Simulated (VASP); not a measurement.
Given:

```xyz
3
Lattice="1.7020 -2.9480 0.0000 1.7020 2.9480 0.0000 0.0000 0.0000 5.1954" Properties=species:S:1:pos:R:3 pbc="T T T"
Hf     0.0000     0.0000     0.0000
S      1.7020     0.9827     1.4891
S      1.7020    -0.9827     3.7063
```

All values below come from PBE GGA, VASP's PBE PAW potentials (set 64) (plane waves; VASP 6.6.1). Numerical set-up: 500 eV cut-off, 10×10×6 Γ-centred mesh, first-order Methfessel-Paxton smearing of 0.10 eV, potentials Hf_pv S.

Without a dispersion term in the relaxation, distances and binding between the weakly bound layers, chains or molecules are unreliable, and so is what depends on them. Unless said otherwise, spin-orbit coupling is left out, though it shifts the bands of the heavy elements here.

Question: Predict the energy per atom (σ→0), pressure, band gap (on the k-mesh) with the smallest direct gap where there is one.

Answer: 
```yaml
band gap (on the k-mesh): none (metal, semimetal or under 0.01 eV)
energy per atom (σ→0): -7.370 eV/atom
pressure: 19.92 GPa
```

Total energies compare only between runs with the same potentials, cut-off and functional.

The compound is HfS2 in the 1T layered structure. It was relaxed first under an external pressure of 20 GPa.
